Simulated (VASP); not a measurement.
# YNbN2 (P-3m1) in VASP: further runs

The runs below take YNbN2 through single point, with PBE.

Program: VASP 6.6.1. These are calculated values, not measurements. Logs are shortened: lines on timing, memory, paths and dates and some standing lists are left out, and cuts for length are marked.

## (1) The structure

It takes space group P-3m1 (No. 164, trigonal). The conventional cell has a = 3.272 Å, b = 3.272 Å, c = 5.344 Å, α = 90.00°, β = 90.00°, γ = 120.00°. Around Y (site symmetry -3m) lie 6 N at 2.50 Å and 2 Nb at 2.67 Å. Nb (site symmetry -3m) has 6 N at 2.15 Å as nearest neighbours. Around N (site symmetry 3m) lie 3 Nb at 2.15 Å.

The cell was built by a generator and needn't be a form met in nature.

## (2) Single point, PBE

INCAR

```
SYSTEM = YNbN2
  PREC = Accurate
  ENCUT = 520
  EDIFF = 1E-7
  ISMEAR = 0
  SIGMA = 0.1
  LREAL = .FALSE.
  LASPH = .TRUE.
  NELM = 100
  ALGO = Normal
  ISIF = 2
  LWAVE = .FALSE.
  LCHARG = .TRUE.
  GGA = PE
  LELF = .TRUE.
  LVHAR = .TRUE.
  NBANDS = 25
```

KPOINTS

```
Automatic mesh
0
G
  6 6 4
  0 0 0
```

POSCAR

```
YNbN2
1.0
    3.2721688400      0.0000000000      0.0000000000
   -1.6360844200      2.8337813400      0.0000000000
    0.0000000000      0.0000000000      5.3438720200
Y Nb N
1 1 2
Direct
    0.0000000000      0.0000000000      0.5000000000
    0.0000000000      0.0000000000      0.0000000000
    0.3333333300      0.6666666700      0.8071036200
    0.6666666700      0.3333333300      0.1928963800
```

Potentials or basis: VASP PAW PBE potentials, release 64 (Y_sv, Nb_sv, N).

Launch:

```console
cat potpaw_PBE.64/Y_sv/POTCAR potpaw_PBE.64/Nb_sv/POTCAR potpaw_PBE.64/N/POTCAR > POTCAR
mpirun -np 1 vasp_std > vasp.out
```

OUTCAR:

```text
SYSTEM = YNbN2
   PREC = Accurate
   ENCUT = 520
   EDIFF = 1E-7
   ISMEAR = 0
   LREAL = .FALSE.
   LASPH = .TRUE.
   NELM = 100
   ISIF = 2
   GGA = PE

 ion  position               nearest neighbor table
   1  0.000  0.000  0.500-   3 2.50   4 2.50   3 2.50   4 2.50   4 2.50   3 2.50   2 2.67   2 2.67

   2  0.000  0.000  0.000-   3 2.15   4 2.15   3 2.15   4 2.15   4 2.15   3 2.15   1 2.67   1 2.67

   3  0.333  0.667  0.807-   2 2.15   2 2.15   2 2.15   1 2.50   1 2.50   1 2.50
   4  0.667  0.333  0.193-   2 2.15   2 2.15   2 2.15   1 2.50   1 2.50   1 2.50

  LATTYP: Found a hexagonal cell.
 ALAT       =     3.2721688400
 C/A-ratio  =     1.6331284482

  Lattice vectors:

 A1 = (   3.2721688400,   0.0000000000,   0.0000000000)
 A2 = (  -1.6360844200,   2.8337813400,   0.0000000000)
 A3 = (   0.0000000000,   0.0000000000,   5.3438720200)

Analysis of symmetry for initial positions (statically):
=====================================================================
 Subroutine PRICEL returns:
 Original cell was already a primitive cell.

 Routine SETGRP: Setting up the symmetry group for a
 hexagonal supercell.

 Subroutine GETGRP returns: Found 12 space group operations
 (whereof 12 operations were pure point group operations)
 out of a pool of 24 trial point group operations.

The static configuration has the point symmetry D_3d.

Analysis of symmetry for dynamics (positions and initial velocities):
=====================================================================
 Subroutine PRICEL returns:
 Original cell was already a primitive cell.

 Routine SETGRP: Setting up the symmetry group for a
 hexagonal supercell.

 Subroutine GETGRP returns: Found 12 space group operations
 (whereof 12 operations were pure point group operations)
 out of a pool of 24 trial point group operations.

The dynamic configuration has the point symmetry D_3d.

 Subroutine INISYM returns: Found 12 space group operations
 (whereof 12 operations are pure point group operations),
 and found     1 'primitive' translations

----------------------------------------------------------------------------------------

                                     Primitive cell

  volume of cell :      49.5516

  direct lattice vectors                    reciprocal lattice vectors
     3.272168840  0.000000000  0.000000000     0.305607702  0.176442689  0.000000000
    -1.636084420  2.833781340  0.000000000     0.000000000  0.352885378  0.000000000
     0.000000000  0.000000000  5.343872020     0.000000000  0.000000000  0.187130230

  length of vectors
     3.272168840  3.272168839  5.343872020     0.352885378  0.352885378  0.187130230

  position of ions in fractional coordinates (direct lattice)
     0.000000000  0.000000000  0.500000000
     0.000000000  0.000000000  0.000000000
     0.333333330  0.666666670  0.807103620
     0.666666670  0.333333330  0.192896380

  ion indices of the primitive-cell ions
   primitive index   ion index
                 1           1
                 2           2
                 3           3
                 4           4

----------------------------------------------------------------------------------------

 KPOINTS: Automatic mesh

Automatic generation of k-mesh.
 Grid dimensions read from file:
 generate k-points for:    6    6    4

 Generating k-lattice:

  Cartesian coordinates                     Fractional coordinates (reciprocal lattice)
     0.050934617  0.029407115  0.000000000     0.166666667  0.000000000  0.000000000
     0.000000000  0.058814230  0.000000000     0.000000000  0.166666667  0.000000000
     0.000000000  0.000000000  0.046782557     0.000000000  0.000000000  0.250000000

  Length of vectors
     0.058814230  0.058814230  0.046782557

  Shift w.r.t. Gamma in fractional coordinates (k-lattice)
     0.000000000  0.000000000  0.000000000

 Subroutine IBZKPT returns following result:
 ===========================================

 Found     24 irreducible k-points:

 Following reciprocal coordinates:
            Coordinates               Weight
  0.000000  0.000000  0.000000      1.000000
  0.166667  0.000000  0.000000      6.000000
  0.333333  0.000000  0.000000      6.000000
  0.500000  0.000000  0.000000      3.000000
  0.166667  0.166667  0.000000      6.000000
  0.333333  0.166667  0.000000     12.000000
[... 16 lines left out ...]
  0.333333  0.166667  0.500000     12.000000
  0.333333  0.333333  0.500000      2.000000
   k-points           NKPTS =     24   k-points in BZ     NKDIM =     24   number of bands    NBANDS=     25
   number of dos      NEDOS =    301   number of ions     NIONS =      4
   total plane-waves  NPLWV =  23040
   dimension x,y,z NGX =    24 NGY =   24 NGZ =   40
   dimension x,y,z NGXF=    48 NGYF=   48 NGZF=   80
   ions per type =               1   1   2
   NGX,Y,Z   is equivalent  to a cutoff of  12.19, 12.19, 12.44 a.u.
   NGXF,Y,Z  is equivalent  to a cutoff of  24.39, 24.39, 24.89 a.u.
 SYSTEM =  YNbN2
   PREC   = accura    normal or accurate (medium, high low for compatibility)
   ISTART =      0    job   : 0-new  1-cont  2-samecut
   ICHARG =      2    charge: 1-file 2-atom 10-const
   ISPIN  =      1    spin polarized calculation?
   LNONCOLLINEAR =      F non collinear calculations
   LSORBIT =      F    spin-orbit coupling
   LASPH  =      T    aspherical Exc in radial PAW
   ENCUT  =  520.0 eV  38.22 Ry    6.18 a.u.   6.08  6.08  9.94*2*pi/ulx,y,z
   NELM   =    100;   NELMIN=  2; NELMDL= -5     # of ELM steps
   EDIFF  = 0.1E-06   stopping-criterion for ELM
   LREAL  =      F    real-space projection
   EDIFFG = 0.1E-05   stopping-criterion for IOM
   NSW    =      0    number of steps for IOM
   IBRION =     -1    ionic relax: 0-MD 1-quasi-New 2-CG
   NFREE  =      0    steps in history (QN), initial steepest desc. (CG)
   ISIF   =      2    stress and relaxation
   ISYM   =      2    0-nonsym 1-usesym 2-fastsym
   POTIM  = 0.5000    time-step for ionic-motion
   TEBEG  =    0.0;   TEEND  =   0.0 temperature during run
   PSTRESS=    0.0 pullay stress
   NELECT =      34.0000    total number of electrons
   NUPDOWN=      -1.0000    fix difference up-down
   EMIN   =  10.00;   EMAX   =-10.00  energy-range for DOS
   EFERMI =   0.00;   METHOD = LEGACY
   ISMEAR =     0;   SIGMA  =   0.10  broadening in eV -4-tet -1-fermi 0-gaus
   EFERMI_NEDOS =   21; number of points for ismear=-14 and -15
   IALGO  =     38    algorithm
   IMIX   =      4    mixing-type and parameters
     AMIX     =   0.40;   BMIX     =  1.00
     AMIX_MAG =   1.60;   BMIX_MAG =  1.00
  volume/ion in A,a.u.               =      12.39        83.60
  Fermi-wavevector in a.u.,A,eV,Ry     =   1.443938  2.728647 28.367548  2.084956
  Thomas-Fermi vector in A             =   2.562289
   LORBIT       =      0    0 simple, 1 ext, 2 COOP (PROOUT), +10 PAW based schemes
   GGA     = PE    functional components
   LHFCALC =     F    Hartree Fock is set to
   AEXX    =    0.0000 exact exchange contribution
   IVDW    =     0    specifies the selected vdW correction
   LEPSILON=     F    determine dielectric tensor
   LRPA    =     F    only Hartree local field effects (RPA)
 non-spin polarized calculation
 Gauss-broadening in eV      SIGMA  =   0.10
  energy-cutoff  :      520.00
  volume of cell :       49.55
 maximum number of plane-waves:      1353
   NGX = 13   NGY = 13   NGZ = 19

 number of electron      34.0000003 magnetization

 Free energy of the ion-electron system (eV)
  ---------------------------------------------------
  ext. energy  EPLUGINS =         0.00000000
  ---------------------------------------------------
  free energy    TOTEN  =       -36.80167612 eV

  energy without entropy =      -36.79331221  energy(sigma->0) =      -36.79749416

 E-fermi :   9.3634     XC(G=0): -12.2013

 val. band max:        9.3265557189   @ k =   0.1667   0.0000   0.0000
 cond. band min:       9.4126949152   @ k =   0.3333   0.0000   0.5000
 fundamental gap:      0.0861391963
 Fermi energy:         9.3634320273

 k-point     1 :       0.0000    0.0000    0.0000
  band No.  band energies     occupation
      1     -46.7759      2.00000
      2     -33.1804      2.00000
      3     -23.0169      2.00000
      4     -22.7364      2.00000
      5     -22.7364      2.00000
      6     -13.3775      2.00000
[... 17 lines left out ...]
     24      15.0270      0.00000
     25      15.0270      0.00000

 k-point     2 :       0.1667    0.0000    0.0000
  band No.  band energies     occupation
      1     -46.7633      2.00000
      2     -33.1447      2.00000
      3     -22.9871      2.00000
      4     -22.8780      2.00000
      5     -22.7657      2.00000
      6     -13.3117      2.00000
[... 17 lines left out ...]
     24      14.8669      0.00000
     25      15.3615      0.00000

 k-point     3 :       0.3333    0.0000    0.0000
  band No.  band energies     occupation
      1     -46.7379      2.00000
      2     -33.0725      2.00000
      3     -23.1524      2.00000
      4     -22.9245      2.00000
      5     -22.8237      2.00000
      6     -13.6801      2.00000
[... 17 lines left out ...]
     24      14.8144      0.00000
     25      15.8337      0.00000

 k-point     4 :       0.5000    0.0000    0.0000
  band No.  band energies     occupation
      1     -46.7251      2.00000
      2     -33.0359      2.00000
      3     -23.2838      2.00000
      4     -22.8937      2.00000
      5     -22.8524      2.00000
      6     -13.9435      2.00000
[... 17 lines left out ...]
     24      15.4152      0.00000
     25      16.4332      0.00000
[... 477 lines left out ...]
 k-point    22 :       0.1667    0.1667    0.5000
  band No.  band energies     occupation
      1     -46.7437      2.00000
      2     -33.1055      2.00000
      3     -23.0561      2.00000
      4     -22.8478      2.00000
      5     -22.8254      2.00000
      6     -13.5009      2.00000
[... 17 lines left out ...]
     24      14.4828      0.00000
     25      15.0860      0.00000

 k-point    23 :       0.3333    0.1667    0.5000
  band No.  band energies     occupation
      1     -46.7246      2.00000
      2     -33.0504      2.00000
      3     -23.2108      2.00000
      4     -22.9272      2.00000
      5     -22.7946      2.00000
      6     -13.8260      2.00000
[... 17 lines left out ...]
     24      14.2317      0.00000
     25      16.0434      0.00000

 k-point    24 :       0.3333    0.3333    0.5000
  band No.  band energies     occupation
      1     -46.7182      2.00000
      2     -33.0319      2.00000
      3     -23.1111      2.00000
      4     -23.1111      2.00000
      5     -22.7816      2.00000
      6     -13.6142      2.00000
[... 17 lines left out ...]
     24      13.9550      0.00000
     25      16.6348      0.00000

------------------------ aborting loop because EDIFF is reached ----------------------------------------

  FORCE on cell =-STRESS in cart. coord.  units (eV):
  Direction    XX          YY          ZZ          XY          YZ          ZX
  --------------------------------------------------------------------------------------
  -------------------------------------------------------------------------------------
  Total        0.9673015      0.9673015     11.0427766      0.0000000      0.0000000     -0.0000000
  in kB       31.2762273     31.2762273    357.0514321      0.0000000      0.0000000     -0.0000000
  external PRESSURE =     139.8679623 kB  Pullay stress =       0.0000000 kB

 VOLUME and BASIS-vectors are now :
 -----------------------------------------------------------------------------
  energy-cutoff  :      520.00
  volume of cell :       49.55
      direct lattice vectors                 reciprocal lattice vectors
     3.272168840  0.000000000  0.000000000     0.305607702  0.176442689  0.000000000
    -1.636084420  2.833781340  0.000000000     0.000000000  0.352885378  0.000000000
     0.000000000  0.000000000  5.343872020     0.000000000  0.000000000  0.187130230

 POSITION                                       TOTAL-FORCE (eV/Angst)
 -----------------------------------------------------------------------------------
      0.00000      0.00000      2.67194         0.000000      0.000000      0.000000
      0.00000      0.00000      0.00000         0.000000      0.000000      0.000000
     -0.00000      1.88919      4.31306        -0.000000     -0.000000     -2.450051
      1.63608      0.94459      1.03081        -0.000000      0.000000      2.450051
 -----------------------------------------------------------------------------------
    total drift:                               -0.000000     -0.000000      0.000000

  FREE ENERGIE OF THE ION-ELECTRON SYSTEM (eV)
  ---------------------------------------------------
  free  energy   TOTEN  =       -36.8016761202 eV

  energy  without entropy=      -36.7933122074  energy(sigma->0) =      -36.79749416
```

Run time: 42 s. Hardware: 1 thread of Intel Xeon Platinum 8259CL at 2.50GHz (Skylake/Cascade Lake), shared host; peak memory 0.19 GiB.

Results:

- Free energy: -36.8017 eV
- Pressure: 14.0 GPa
- Largest force: 2.450 eV/Å
- Band gap on the k mesh: none (metal or under the smearing width)

Forces on the atoms (eV/Å):
```
Y    0.000  0.000  0.000
Nb   0.000  0.000  0.000
N    0.000  0.000 -2.450
N    0.000  0.000  2.450
```

Levels at points of the mesh, in eV from the Fermi level:
```
           k point  band 13  band 14  band 15  band 16  band 17  band 18  band 19  band 20  band 21  band 22
(0.00, 0.00, 0.00)    -6.29    -2.62    -2.40    -2.28    -2.28    -0.75    -0.75     1.63     1.63     2.57
(0.50, 0.00, 0.00)    -5.37    -4.27    -3.12    -2.99    -2.44     0.76     1.37     1.66     4.35     4.78
(0.00, 0.00, 0.50)    -5.52    -4.55    -3.08    -3.08    -0.17    -0.17     0.59     1.36     2.52     2.52
(0.50, 0.00, 0.50)    -5.19    -4.04    -3.85    -3.82    -0.13     0.16     1.51     1.53     4.49     5.04
```

Caveat: the k mesh is coarse (spacing up to 0.37 Å⁻¹), so the values aren't converged; forces of over 1 eV/Å show positions far from the minimum, so gaps and moduli don't describe the material at rest.

## (3) Single point, PBE

This run uses another cell than the first one, of 12.79 Å³/atom, 1.033 times its volume.

INCAR

```
SYSTEM = YNbN2
PREC = Accurate
ENCUT = 520
EDIFF = 1E-6
ISMEAR = 0
SIGMA = 0.1
LREAL = .False.
LASPH = .True.
NELM = 100
ALGO = Fast
ISIF = 2
LWAVE = .False.
LCHARG = .True.
GGA = PE
LELF = .True.
LVHAR = .True.
NBANDS = 25
```

KPOINTS

```
Automatic mesh
0
Gamma
  18 18 8
  0 0 0
```

POSCAR

```
YNbN2
1.0
    3.2077504840      0.0000000000      0.0000000000
   -1.6038752420      2.7779934081      0.0000000000
    0.0000000000      0.0000000000      5.7431631487
Y Nb N
1 1 2
Direct
    0.0000000000      0.0000000000      0.5000000000
    0.0000000000      0.0000000000      0.0000000000
    0.3333333333      0.6666666667      0.7762851501
    0.6666666667      0.3333333333      0.2237148499
```

Potentials or basis: VASP PAW PBE potentials, release 64 (Y_sv, Nb_sv, N).

Launch:

```console
cat potpaw_PBE.64/Y_sv/POTCAR potpaw_PBE.64/Nb_sv/POTCAR potpaw_PBE.64/N/POTCAR > POTCAR
mpirun -np 1 vasp_std > vasp.out
```

Wall time 12 min (1 thread of AMD EPYC 7R13 (Zen 3), shared host); peak memory 0.45 GiB.

Results (log left out):

- Free energy: -37.5795 eV
- Pressure: -0.3 GPa
- Largest force: 0.011 eV/Å
- Band gap on the k mesh: none (metal or under the smearing width)

Forces in eV/Å, atoms in the order of the input:
```
Y    0.000  0.000  0.000
Nb   0.000  0.000  0.000
N    0.000  0.000  0.011
N    0.000  0.000 -0.011
```

Levels at points of the mesh, in eV from the Fermi level:
```tsv
k point	band 13	band 14	band 15	band 16	band 17	band 18	band 19	band 20	band 21	band 22
(0.00, 0.00, 0.00)	-4.95	-2.47	-2.39	-1.98	-1.98	-0.24	-0.24	1.37	1.37	2.84
(0.50, 0.00, 0.00)	-4.99	-4.04	-3.07	-2.56	-2.35	0.34	2.05	2.29	3.70	4.34
(0.00, 0.00, 0.50)	-4.59	-4.59	-2.91	-2.91	0.11	0.11	0.43	0.92	2.76	2.76
(0.50, 0.00, 0.50)	-4.39	-4.28	-4.27	-3.44	-0.78	-0.12	2.08	2.28	4.58	4.89
```
